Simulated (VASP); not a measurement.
VASP ran on this input.

POSCAR:
```
Al
1.9313060
  0.0000000000   1.0000000325   1.0000000325
  1.0000000325   0.0000000000   1.0000000325
  1.0000000325   1.0000000325   0.0000000000
Al
1
Cartesian
  0.0000000000   0.0000000000   0.0000000000
```

File KPOINTS:
```
Automatic mesh
0
gamma
14 14 14
```

**INCAR**
```
LASPH = .TRUE.   ! aspherical one-centre terms
LMIXTAU = .TRUE.
LCHARG = .FALSE.
PREC = Accurate
METAGGA = R2SCAN
ISIF = 2   ! forces and stress, cell fixed
NELM = 100   ! most electronic steps
LREAL = .FALSE.   ! projection in real space or not
SYSTEM = Al
ENCUT = 480   ! plane-wave cut-off (eV)
ISMEAR = 1
ALGO = Normal   ! blocked Davidson
EDIFF = 1E-7   ! SCF stop (eV)
LWAVE = .FALSE.
SIGMA = 0.1   ! width (eV)
```

POTCAR, in this order: Al (PBE.64 set). Program: vasp_std.

Task: Translate this r2SCAN calculation to Ansatz.

Result: One equivalent input (not run):
Ansatz 0.2 input:
```yaml
crystal:
  lattice:
    - [0.0000000, 1.9313061, 1.9313061]
    - [1.9313061, 0.0000000, 1.9313061]
    - [1.9313061, 1.9313061, 0.0000000]
  atoms:
    - { symbol: Al, position: [0.0000000, 0.0000000, 0.0000000] }
kpoints:
  mp_grid: { grid: [14, 14, 14] }
hamiltonian:
  xc: r2scan
  pseudopotentials: { kind: paw }
scf:
  occupations: { method: methfessel_paxton, width: 0.1 }
  max_iter: 100
output: { forces: true, stress: true, eigenvalues: true }
```
Limits of the translation: each code has its own PAW files, so the cut-off isn't converted (ENCUT is set for VASP's; basis.ecutwfc is left out, and Ansatz then takes the one that its files recommend); Ansatz stops its SCF on the density residual and VASP on the energy change (EDIFF).

The compound is Al in the fcc structure. This cell was strained or had an atom moved on purpose.
